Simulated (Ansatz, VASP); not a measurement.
# InF: VASP beside Ansatz

Wanted: the spread between two codes on one cell, functional and k mesh. The cell is generated by rule, not measured, and may not be a known phase. The cell is taken from a series of runs on this material, whose earlier steps may have relaxed, scaled, displaced or heated it; both programs get it as it stands.

Calculated with Ansatz 0.2.0; plane waves, with VASP 6.6.1 beside it; zone-centre phonons at LDA.

The structure was built from a prototype and need not be the compound's stable phase.

## Step 1: Set-up

The structure is cubic, space group F-43m (No. 216). Conventional cell: a = 5.719 Å, b = 5.719 Å, c = 5.719 Å, α = 90.00°, β = 90.00°, γ = 90.00°. In has 4 F at 2.48 Å nearest. Nearest to F lie 4 In at 2.48 Å. Farther neighbours and most contacts between anions are not listed.

## Step 2: VASP: zone-centre phonons, LDA

Second derivatives magnify differences that forces hide, and they need a tight electronic threshold.

Lines of VASP's logs that name or quote its potential files are left out, and so is its time.

The input, INCAR:

```
SYSTEM = InF
PREC = Accurate
ENCUT = 600
EDIFF = 1E-08
NELM = 120
ISMEAR = 0
SIGMA = 0.01
LREAL = .FALSE.
ALGO = Normal
GGA = CA
NBANDS = 16
LORBIT = 11
LWAVE = .FALSE.
LCHARG = .FALSE.
ISIF = 2
IBRION = 8
LEPSILON = .TRUE.
LASPH = .TRUE.
GGA_COMPAT = .FALSE.
EFERMI = MIDGAP
KPAR = 2
```

The input, POSCAR:

```
InF
1.0
    0.0000000000      2.8592682639      2.8592682639
    2.8592682639      0.0000000000      2.8592682639
    2.8592682639      2.8592682639      0.0000000000
In F
1 1
Direct
    0.0000000000      0.0000000000      0.0000000000
    0.2500000000      0.2500000000      0.2500000000
```

The input, KPOINTS:

```
Automatic mesh
0
Gamma
8 8 8
0 0 0
```

The projector-augmented-wave data sets are In_d and F (LDA family, release 64).

Command:

```console
$ mpirun -np 2 vasp_std
```

Numbers of over 12 decimals in the logs are rounded to 6 here.

Log:

```text
[banner, memory and clock lines left out]
running    2 mpi-ranks, on    1 nodes
 distrk:  each k-point on    1 cores,    2 groups
 distr:  one band on    1 cores,    1 groups

 POSCAR found type information on POSCAR InF
 POSCAR found :  2 types and       2 ions
 LDA part: xc-table for (Slater(with rela. corr.)+CA(PZ))
 , standard interpolation
 POSCAR, INCAR and KPOINTS ok, starting setup
 FFT: planning ... GRIDC
 FFT: planning ... GRID_SOFT
 FFT: planning ... GRID
 WAVECAR not read
 entering main loop
       N       E                     dE             d eps       ncg     rms          rms(c)
DAV:   1     0.171696078566E+03    0.17170E+03   -0.11068E+04   928   0.166E+03
DAV:   2     0.596837260610E+01   -0.16573E+03   -0.15763E+03  1000   0.388E+02
DAV:   3    -0.904716012909E+01   -0.15016E+02   -0.14971E+02  1152   0.113E+02
DAV:   4    -0.938039991716E+01   -0.33324E+00   -0.33318E+00  1208   0.182E+01
DAV:   5    -0.939377880082E+01   -0.13379E-01   -0.13379E-01  1312   0.328E+00    0.570E+00
DAV:   6    -0.841229021342E+01    0.98149E+00   -0.44766E+00  1400   0.200E+01    0.337E+00
DAV:   7    -0.837585570343E+01    0.36435E-01   -0.33992E-01   944   0.390E+00    0.107E+00
DAV:   8    -0.835172013640E+01    0.24136E-01   -0.36531E-02  1168   0.173E+00    0.312E-01
DAV:   9    -0.834782216199E+01    0.38980E-02   -0.74797E-03  1368   0.789E-01    0.865E-02
DAV:  10    -0.834802360805E+01   -0.20145E-03   -0.15179E-03  1312   0.319E-01    0.897E-02
DAV:  11    -0.834794031584E+01    0.83292E-04   -0.38417E-04  1384   0.146E-01    0.413E-02
DAV:  12    -0.834794347400E+01   -0.31582E-05   -0.30782E-05  1048   0.446E-02    0.207E-02
DAV:  13    -0.834794297777E+01    0.49623E-06   -0.14565E-05  1144   0.306E-02    0.116E-02
DAV:  14    -0.834794232723E+01    0.65054E-06   -0.36106E-06  1240   0.142E-02    0.321E-03
DAV:  15    -0.834794235315E+01   -0.25917E-07   -0.26535E-07  1008   0.379E-03    0.102E-03
DAV:  16    -0.834794234140E+01    0.11747E-07   -0.69387E-08  1392   0.197E-03    0.452E-04
DAV:  17    -0.834794234098E+01    0.41928E-09   -0.41773E-09   576   0.545E-04
   1 F= -.83479423E+01 E0= -.83479423E+01  d E =0.000000E+00
 Linear response reoptimize wavefunctions to high precision
DAV:   1    -0.834794234094E+01    0.38199E-10   -0.33083E-10   608   0.181E-04
 Linear response G [H, r] |phi>, progress :
  Direction:   1
       N       E                     dE             d eps       ncg     rms
RMM:   1    -0.632186941401E+02   -0.63219E+02    0.21195E+01  1368   0.110E+02
RMM:   2    -0.656302454839E+02   -0.24116E+01   -0.97628E+00  1614   0.254E+01
RMM:   3    -0.656083687982E+02    0.21877E-01   -0.55433E-01  1660   0.756E+00
RMM:   4    -0.656103856719E+02   -0.20169E-02   -0.66077E-02  1754   0.275E+00
RMM:   5    -0.656138386383E+02   -0.34530E-02   -0.34103E-02  1888   0.122E+00
RMM:   6    -0.656132206975E+02    0.61794E-03   -0.46522E-03  1878   0.604E-01
RMM:   7    -0.656142573113E+02   -0.10366E-02   -0.82863E-03  1924   0.346E-01
RMM:   8    -0.656137659447E+02    0.49137E-03    0.10910E-03  1973   0.151E-01
RMM:   9    -0.656141203559E+02   -0.35441E-03   -0.16286E-03  1976   0.619E-02
RMM:  10    -0.656139517170E+02    0.16864E-03    0.16612E-04  1986   0.298E-02
RMM:  11    -0.656140007735E+02   -0.49056E-04   -0.29463E-04  1890   0.129E-02
RMM:  12    -0.656139679384E+02    0.32835E-04    0.36999E-05  1765   0.753E-03
RMM:  13    -0.656139749341E+02   -0.69957E-05   -0.29971E-05  1545   0.407E-03
RMM:  14    -0.656139705618E+02    0.43724E-05    0.11179E-05  1456   0.235E-03
RMM:  15    -0.656139730538E+02   -0.24920E-05   -0.96609E-06  1427   0.183E-03
RMM:  16    -0.656139721022E+02    0.95159E-06   -0.15911E-06  1342   0.152E-03
RMM:  17    -0.656139727135E+02   -0.61132E-06   -0.15838E-05  1257   0.132E-03
RMM:  18    -0.656139724837E+02    0.22979E-06   -0.22622E-06  1175   0.126E-03
RMM:  19    -0.656139724373E+02    0.46349E-07   -0.68204E-06  1110   0.121E-03
RMM:  20    -0.656139722674E+02    0.16993E-06   -0.11013E-06  1036   0.120E-03
 Linear response G [H, r] |phi>, progress :
  Direction:   2
       N       E                     dE             d eps       ncg     rms
RMM:   1    -0.626246922991E+02   -0.62625E+02    0.22511E+01  1381   0.110E+02
RMM:   2    -0.646803241309E+02   -0.20556E+01   -0.95104E+00  1614   0.250E+01
RMM:   3    -0.646651957567E+02    0.15128E-01   -0.54897E-01  1652   0.705E+00
RMM:   4    -0.646654191890E+02   -0.22343E-03   -0.58696E-02  1746   0.254E+00
RMM:   5    -0.646681544050E+02   -0.27352E-02   -0.30507E-02  1886   0.111E+00
RMM:   6    -0.646675406929E+02    0.61371E-03   -0.16574E-03  1893   0.507E-01
RMM:   7    -0.646685447230E+02   -0.10040E-02   -0.65617E-03  1907   0.278E-01
RMM:   8    -0.646680339600E+02    0.51076E-03    0.11395E-03  1981   0.142E-01
RMM:   9    -0.646683874726E+02   -0.35351E-03   -0.16210E-03  1974   0.553E-02
RMM:  10    -0.646682178054E+02    0.16967E-03    0.17904E-04  1972   0.285E-02
[...]
RMM:   2    -0.152047243244E+01   -0.42360E+00   -0.43232E-02  1697   0.117E+00
RMM:   3    -0.152113960172E+01   -0.66717E-03   -0.37827E-03  1739   0.326E-01
RMM:   4    -0.152117496809E+01   -0.35366E-04   -0.22349E-04  1741   0.109E-01
RMM:   5    -0.152117852290E+01   -0.35548E-05   -0.46706E-05  1797   0.461E-02
[...]
RMM:   6    -0.813595739941E+00   -0.28379E-02   -0.10658E-03  5582   0.253E-01    0.258E-02
RMM:   7    -0.814042084090E+00   -0.44634E-03   -0.27661E-05  5614   0.696E-02    0.144E-02
RMM:   8    -0.814288633253E+00   -0.24655E-03    0.80208E-05  5706   0.315E-02    0.429E-03
RMM:   9    -0.814300629209E+00   -0.11996E-04   -0.64726E-05  5951   0.158E-02    0.314E-03
RMM:  10    -0.814293834839E+00    0.67944E-05    0.12122E-05  6192   0.771E-03    0.244E-03
RMM:  11    -0.814296096977E+00   -0.22621E-05   -0.12070E-05  6076   0.294E-03    0.179E-03
RMM:  12    -0.814301004280E+00   -0.49073E-05    0.96369E-06  5868   0.141E-03    0.927E-04
RMM:  13    -0.814302184580E+00   -0.11803E-05   -0.47595E-06  5724   0.656E-04    0.261E-04
RMM:  14    -0.814302280355E+00   -0.95775E-07    0.21045E-06  4805   0.331E-04    0.168E-04
RMM:  15    -0.814302137186E+00    0.14317E-06   -0.41982E-07  3103   0.150E-04    0.342E-05
RMM:  16    -0.814302140195E+00   -0.30094E-08    0.21434E-07  1959   0.791E-05    0.218E-05
RMM:  17    -0.814302187854E+00   -0.47659E-07   -0.55009E-08  1657   0.577E-05    0.161E-05
RMM:  18    -0.814302158590E+00    0.29264E-07   -0.50577E-08  1394   0.482E-05    0.371E-06
 change of polarisation eV/A/(eV/A) component  2 :    -0.173     1.503    -0.071
 dielectric tensor                  component  2 :    -0.669     6.819    -0.276
 Linear response to external field, progress :
  Direction:   3
       N       E                     dE             d eps       ncg     rms          rms(c)
RMM:   1    -0.705685921856E+00   -0.70569E+00   -0.39863E+00  4801   0.430E+00
RMM:   2    -0.892782153807E+00   -0.18710E+00   -0.28060E-02  5485   0.112E+00    0.170E+00
RMM:   3    -0.789052692618E+00    0.10373E+00   -0.67287E-02  4904   0.192E+00    0.740E-01
RMM:   4    -0.800152397908E+00   -0.11100E-01   -0.51259E-02  5592   0.162E+00    0.419E-01
RMM:   5    -0.810761755122E+00   -0.10609E-01   -0.91819E-04  5251   0.537E-01    0.316E-02
RMM:   6    -0.813594815391E+00   -0.28331E-02   -0.10899E-03  5575   0.253E-01    0.258E-02
RMM:   7    -0.814036808862E+00   -0.44199E-03   -0.10415E-05  5615   0.696E-02    0.144E-02
RMM:   8    -0.814286575246E+00   -0.24977E-03    0.62579E-05  5708   0.314E-02    0.428E-03
RMM:   9    -0.814296162622E+00   -0.95874E-05   -0.60179E-05  5965   0.158E-02    0.314E-03
RMM:  10    -0.814289848645E+00    0.63140E-05    0.18417E-05  6194   0.770E-03    0.245E-03
RMM:  11    -0.814292166374E+00   -0.23177E-05   -0.11358E-05  6085   0.296E-03    0.178E-03
RMM:  12    -0.814297105443E+00   -0.49391E-05    0.90978E-06  5867   0.141E-03    0.935E-04
RMM:  13    -0.814298385125E+00   -0.12797E-05   -0.51896E-06  5714   0.653E-04    0.259E-04
RMM:  14    -0.814298404160E+00   -0.19035E-07    0.21193E-06  4791   0.332E-04    0.162E-04
RMM:  15    -0.814298252165E+00    0.15200E-06    0.86934E-08  3072   0.149E-04    0.314E-05
RMM:  16    -0.814298230621E+00    0.21544E-07    0.73564E-07  1938   0.801E-05    0.232E-05
RMM:  17    -0.814298280731E+00   -0.50110E-07    0.44309E-07  1658   0.586E-05    0.150E-05
RMM:  18    -0.814298249345E+00    0.31385E-07    0.46567E-07  1399   0.494E-05    0.405E-06
 change of polarisation eV/A/(eV/A) component  3 :    -0.140    -0.226     1.503
 dielectric tensor                  component  3 :    -0.543    -0.876     6.819
 Linear response DOF=           2
 Linear response progress:
  Degree of freedom:   1/  2
       N       E                     dE             d eps       ncg     rms          rms(c)
RMM:   1    -0.234707875773E+00   -0.23471E+00   -0.17121E-01  3886   0.466E+00
RMM:   2    -0.237201975924E+00   -0.24941E-02   -0.91372E-03  5079   0.880E-01    0.698E-02
RMM:   3    -0.237035390011E+00    0.16659E-03   -0.99064E-04  5396   0.233E-01    0.257E-02
RMM:   4    -0.236814636678E+00    0.22075E-03   -0.80329E-05  5615   0.802E-02    0.150E-02
RMM:   5    -0.236778543971E+00    0.36093E-04   -0.17220E-05  5664   0.293E-02    0.770E-03
RMM:   6    -0.236774161570E+00    0.43824E-05   -0.39541E-06  5648   0.130E-02    0.142E-03
RMM:   7    -0.236787219325E+00   -0.13058E-04   -0.13161E-06  5787   0.555E-03    0.405E-04
RMM:   8    -0.236786392885E+00    0.82644E-06   -0.67019E-07  5834   0.241E-03    0.431E-04
RMM:   9    -0.236786361077E+00    0.31808E-07   -0.18194E-07  6032   0.967E-04    0.546E-04
RMM:  10    -0.236784077044E+00    0.22840E-05   -0.91686E-08  5748   0.521E-04    0.446E-04
RMM:  11    -0.236783756351E+00    0.32069E-06   -0.94505E-08  6118   0.238E-04    0.394E-04
RMM:  12    -0.236783609463E+00    0.14689E-06   -0.56167E-08  5966   0.111E-04    0.369E-04
RMM:  13    -0.236783617606E+00   -0.81426E-08   -0.13845E-08  6063   0.577E-05    0.338E-04
 first order change of Fermi-energy  -0.16989E-03
 force on displaced ion       1 direction 1 :  -1.084  -0.000  -0.000
 Born effective charge ion    1 direction 1 :   1.464   0.000   0.000
 Linear response progress:
  Degree of freedom:   2/  2
       N       E                     dE             d eps       ncg     rms          rms(c)
RMM:   1    -0.536609899928E+00   -0.53661E+00    0.71791E-01  6609   0.420E+00
RMM:   2    -0.527032579834E+00    0.95773E-02   -0.22765E-02  4838   0.150E+00    0.773E-02
RMM:   3    -0.527980338732E+00   -0.94776E-03   -0.51359E-03  5254   0.610E-01    0.420E-02
RMM:   4    -0.529115548788E+00   -0.11352E-02   -0.11791E-03  5326   0.286E-01    0.860E-03
RMM:   5    -0.529040169316E+00    0.75379E-04   -0.14810E-04  5637   0.873E-02    0.558E-03
RMM:   6    -0.528981541841E+00    0.58627E-04   -0.17908E-05  5860   0.298E-02    0.175E-03
RMM:   7    -0.528989744975E+00   -0.82031E-05   -0.15644E-06  5986   0.716E-03    0.127E-03
RMM:   8    -0.528989545778E+00    0.19920E-06   -0.36099E-07  5774   0.312E-03    0.202E-04
RMM:   9    -0.528989472117E+00    0.73661E-07   -0.46292E-08  6070   0.121E-03    0.103E-04
RMM:  10    -0.528989626329E+00   -0.15421E-06   -0.93879E-09  5788   0.536E-04    0.420E-05
RMM:  11    -0.528989513072E+00    0.11326E-06    0.49206E-10  6232   0.240E-04    0.214E-05
RMM:  12    -0.528989603749E+00   -0.90677E-07    0.15535E-09  5618   0.893E-05    0.788E-06
RMM:  13    -0.528989613577E+00   -0.98284E-08    0.14785E-09  6131   0.402E-05    0.689E-06
 first order change of Fermi-energy   0.66335E-04
 force on displaced ion       2 direction 1 :  -1.060   0.000   0.000
 Born effective charge ion    2 direction 1 :  -1.468   0.000   0.000
 Born effective charges drift removed
 Linear response finished
```

Parts of OUTCAR (step 2):

```text
ion  position               nearest neighbor table
   1  0.000  0.000  0.000-   2 2.48   2 2.48   2 2.48   2 2.48
   2  0.250  0.250  0.250-   1 2.48   1 2.48   1 2.48   1 2.48

  LATTYP: Found a face centered cubic cell.
 ALAT       =     5.7185365278

 Subroutine GETGRP returns: Found 24 space group operations
 (whereof 24 operations were pure point group operations)

The static configuration has the point symmetry T_d .

 Found     29 irreducible k-points:

   k-points           NKPTS =     29   k-points in BZ     NKDIM =     29   number of bands    NBANDS=     16

   dimension x,y,z NGX =    32 NGY =   32 NGZ =   32
   dimension x,y,z NGXF=    64 NGYF=   64 NGZF=   64

   ENCUT  =  600.0 eV  44.10 Ry    6.64 a.u.   8.08  8.08  8.08*2*pi/ulx,y,z

   NELECT =      20.0000    total number of electrons

 k-points in reciprocal lattice and weights: Automatic mesh
   0.00000000  0.00000000  0.00000000       0.002
   0.12500000  0.00000000  0.00000000       0.016
   0.25000000  0.00000000  0.00000000       0.016
   0.37500000  0.00000000  0.00000000       0.016
   0.50000000  0.00000000  0.00000000       0.008
   0.12500000  0.12500000  0.00000000       0.012
   0.25000000  0.12500000  0.00000000       0.047
   0.37500000  0.12500000  0.00000000       0.047
   0.50000000  0.12500000  0.00000000       0.047
[...]
-0.37500000  0.50000000  0.12500000       0.023
  -0.25000000  0.50000000  0.25000000       0.012

 average (electrostatic) potential at core
       1 -96.9911       2 -76.2706

  Total       -0.0174142     -0.0174142     -0.0174142      0.0000000      0.0000000      0.0000000
  in kB       -0.5967864     -0.5967864     -0.5967864      0.0000000      0.0000000      0.0000000
  external PRESSURE =      -0.5967864 kB  Pullay stress =       0.0000000 kB

  energy-cutoff  :      600.00
  volume of cell :       46.75
      direct lattice vectors                 reciprocal lattice vectors
     0.000000000  2.859268264  2.859268264    -0.174869916  0.174869916  0.174869916
     2.859268264  0.000000000  2.859268264     0.174869916 -0.174869916  0.174869916
     2.859268264  2.859268264  0.000000000     0.174869916  0.174869916 -0.174869916

 POSITION                                       TOTAL-FORCE (eV/Angst)
 -----------------------------------------------------------------------------------
      0.00000      0.00000      0.00000         0.000000      0.000000      0.000000
      1.42963      1.42963      1.42963        -0.000000     -0.000000     -0.000000
 -----------------------------------------------------------------------------------
    total drift:                               -0.000000     -0.000000     -0.000000

 MACROSCOPIC STATIC DIELECTRIC TENSOR (including local field effects in DFT)
 ------------------------------------------------------
           6.819064    -0.000000    -0.000000
           0.000000     6.819064     0.000000
          -0.000000     0.000000     6.819064
 ------------------------------------------------------

 PIEZOELECTRIC TENSOR (including local field effects)  for field in x, y, z        (C/m^2)
          XX          YY          ZZ          XY          YZ          ZX
  --------------------------------------------------------------------------------
  x    -0.00000     0.00000     0.00000     0.00000    -1.02659     0.00000
  y     0.00000    -0.00000    -0.00000     0.00000     0.00000    -1.02659
  z    -0.00000     0.00000    -0.00000    -1.02659     0.00000     0.00000

 BORN EFFECTIVE CHARGES (including local field effects) (in |e|, cummulative output)
 ---------------------------------------------------------------------------------
 ion    1
    1     1.46614     0.00000     0.00000
    2     0.00000     1.46614     0.00000
    3     0.00000     0.00000     1.46614
 ion    2
    1    -1.46614     0.00000     0.00000
    2     0.00000    -1.46614     0.00000
    3     0.00000     0.00000    -1.46614

 Eigenvectors and eigenvalues of the dynamical matrix
 ----------------------------------------------------

   1 f  =    3.992322 THz    25.084496 2PiTHz  133.169512 cm-1    16.510908 meV
             X         Y         Z           dx          dy          dz
      0.000000  0.000000  0.000000    -0.380584    0.000000    0.000000
      1.429634  1.429634  1.429634     0.924746    0.000000    0.000000

   2 f  =    3.992322 THz    25.084496 2PiTHz  133.169512 cm-1    16.510908 meV
             X         Y         Z           dx          dy          dz
      0.000000  0.000000  0.000000     0.000000    0.000000   -0.380584
      1.429634  1.429634  1.429634     0.000000    0.000000    0.924746

   3 f  =    3.992322 THz    25.084496 2PiTHz  133.169512 cm-1    16.510908 meV
             X         Y         Z           dx          dy          dz
      0.000000  0.000000  0.000000    -0.000000    0.380584    0.000000
      1.429634  1.429634  1.429634     0.000000   -0.924746    0.000000

   4 f/i=    0.016378 THz     0.102905 2PiTHz    0.546306 cm-1     0.067733 meV
             X         Y         Z           dx          dy          dz
      0.000000  0.000000  0.000000    -0.000000   -0.924746    0.000000
      1.429634  1.429634  1.429634     0.000000   -0.380584    0.000000

   5 f/i=    0.016378 THz     0.102905 2PiTHz    0.546306 cm-1     0.067733 meV
             X         Y         Z           dx          dy          dz
      0.000000  0.000000  0.000000     0.924746    0.000000    0.000000
      1.429634  1.429634  1.429634     0.380584    0.000000    0.000000

   6 f/i=    0.016378 THz     0.102905 2PiTHz    0.546306 cm-1     0.067733 meV
             X         Y         Z           dx          dy          dz
      0.000000  0.000000  0.000000     0.000000    0.000000    0.924746
      1.429634  1.429634  1.429634     0.000000    0.000000    0.380584

 MACROSCOPIC STATIC DIELECTRIC TENSOR IONIC CONTRIBUTION
 ------------------------------------------------------
           7.760684     0.000000     0.000000
           0.000000     7.760684     0.000000
           0.000000     0.000000     7.760684
 ------------------------------------------------------

 ELASTIC MODULI CONTR FROM IONIC RELAXATION (kBar)
 Direction    XX          YY          ZZ          XY          YZ          ZX
 --------------------------------------------------------------------------------
 XX          -0.0000      0.0000      0.0000     -0.0000      0.0000      0.0000
 YY           0.0000     -0.0000      0.0000     -0.0000     -0.0000     -0.0000
 ZZ           0.0000      0.0000     -0.0000      0.0000     -0.0000      0.0000
 XY          -0.0000     -0.0000      0.0000    -73.8194      0.0000      0.0000
 YZ           0.0000     -0.0000     -0.0000      0.0000    -73.8194      0.0000
 ZX           0.0000     -0.0000      0.0000      0.0000      0.0000    -73.8194
 --------------------------------------------------------------------------------

 PIEZOELECTRIC TENSOR IONIC CONTR  for field in x, y, z        (C/m^2)
          XX          YY          ZZ          XY          YZ          ZX
  --------------------------------------------------------------------------------
  x    -0.00000     0.00000     0.00000     0.00000     0.71221     0.00000
  y    -0.00000     0.00000    -0.00000     0.00000     0.00000     0.71221
  z     0.00000     0.00000    -0.00000     0.71221     0.00000     0.00000
```

[end of part 1 of 2]

[Lines on the potential files, build, host, timing and source positions are cut from VASP's logs without a mark.]

[Logs are printed without paths, hosts, clocks, repeated set-up lines and the standing remarks that a program may print on its own settings, such as how far it seeks lower states.]

[Hosts, paths, dates, database ids (printed as entryN), source tags and the programs' standing remarks are cut or masked in the printed files.]
